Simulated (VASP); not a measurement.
```xyz
4
Lattice="4.3788 0.0000 0.0000 -2.1894 3.7922 0.0000 0.0000 0.0000 7.4799" Properties=species:S:1:pos:R:3 pbc="T T T"
Dy     0.0000     0.0000     0.0000
Dy     0.0000     0.0000     3.7400
Bi     0.0000     2.5281     1.8700
Bi     2.1894     1.2641     5.6099
```

Method: PBEsol GGA, VASP's PBE PAW potentials (set 64) (plane waves; VASP). Settings: 480 eV cut-off, 8×8×4 Γ-centred mesh, first-order Methfessel-Paxton smearing of 0.10 eV, potentials Dy_3 Bi_d.

The 4f electrons are frozen in the core of the lanthanide potential, so 4f levels, which can set the real gap, and their magnetism are missing. Energy and stress use the plane-wave basis of the starting cell.

Problem. The ions, cell shape and volume at an external pressure of 10.0 GPa are relaxed. What does this cell relax into?

Solution. 
```xyz
4
Lattice="4.1444 0.0000 0.0000 -2.0722 3.5891 0.0000 0.0000 0.0000 7.3191" Properties=species:S:1:pos:R:3 pbc="T T T"
Dy     0.0000     0.0000     0.0000
Dy     0.0000     0.0000     3.6595
Bi     0.0000     2.3928     1.8298
Bi     2.0722     1.1964     5.4893
```
Space group P6_3/mmc (194), at a tolerance of 0.03 Å.

Problem. How do energy and volume change from the first to the last step?

Solution. The energy (σ→0) changes by +107.7 meV/atom and the volume by -12.3 %, in 11 ionic steps.

The structure was generated: DyBi was put into the NiAs type (P6_3/mmc), which need not be its known phase. This run relaxes it under an external pressure of 10 GPa. Symmetry was kept, so distortions that lower it aren't found.
